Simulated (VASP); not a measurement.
Data:

```
Ni3Si
1.0
    3.38792     0.00000     0.00000
    0.00000     3.38792     0.00000
    0.00000     0.00000     3.38792
Si Ni
1 3
Direct
  0.00000   0.00000   0.00000
  0.00000   0.50000   0.50000
  0.50000   0.00000   0.50000
  0.50000   0.50000   0.00000
```

Method: r2SCAN+rVV10, VASP's PBE PAW potentials (set 64) (plane waves; VASP 6.6.1). Run with 520 eV cut-off, 9×9×9 Γ-centred mesh, first-order Methfessel-Paxton smearing of 0.10 eV, potentials Si Ni.

**Question.** Give the stress tensor in GPa (positive for a compressed cell).

**Answer.** 
```
17.36   0.00   0.00
 0.00  17.36   0.00
 0.00   0.00  17.36
```
The pressure is its mean diagonal, 17.36 GPa.

The compound is Ni3Si in the L1_2 structure. This cell is one point of a volume scan, at 0.94 of the reference volume. The run is not spin-polarised, so no magnetic state was tried.
